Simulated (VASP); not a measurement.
Consider the following.

```yaml
crystal:
  lattice:
    - [0.00000, 2.78547, 2.78547]
    - [2.78547, 0.00000, 2.78547]
    - [2.78547, 2.78547, 0.00000]
  atoms:
    - { symbol: Li, position: [0.25000, 0.25000, 0.25000] }
    - { symbol: Li, position: [0.75000, 0.75000, 0.75000] }
    - { symbol: S, position: [0.00000, 0.00000, 0.00000] }
```

Computed with PBE GGA with D3 dispersion (Becke-Johnson damping), VASP's PBE PAW potentials (set 64) (plane waves; VASP 6.6.1). Run with 520 eV cut-off, Gaussian smearing of 0.050 eV, potentials Li_sv S.

Problem. Give the energies of bands 4 to 9 at the high-symmetry points, in eV from the valence-band maximum.

Solution. 
```csv
band,Γ,X,U,L,W
4,0.00,-2.30,-2.25,-3.10,-1.96
5,0.00,-1.56,-2.10,-0.56,-1.96
6,0.00,-1.56,-1.26,-0.56,-1.94
7,4.63,3.34,4.62,6.44,5.56
8,6.25,7.28,8.31,6.60,7.52
9,6.25,11.59,9.85,6.60,9.16
```

The gap is indirect, 3.34 eV, from the valence maximum at Γ to the conduction minimum at X.

The compound is Li2S in the antifluorite structure. It was relaxed first, which changed the volume by -8 %.
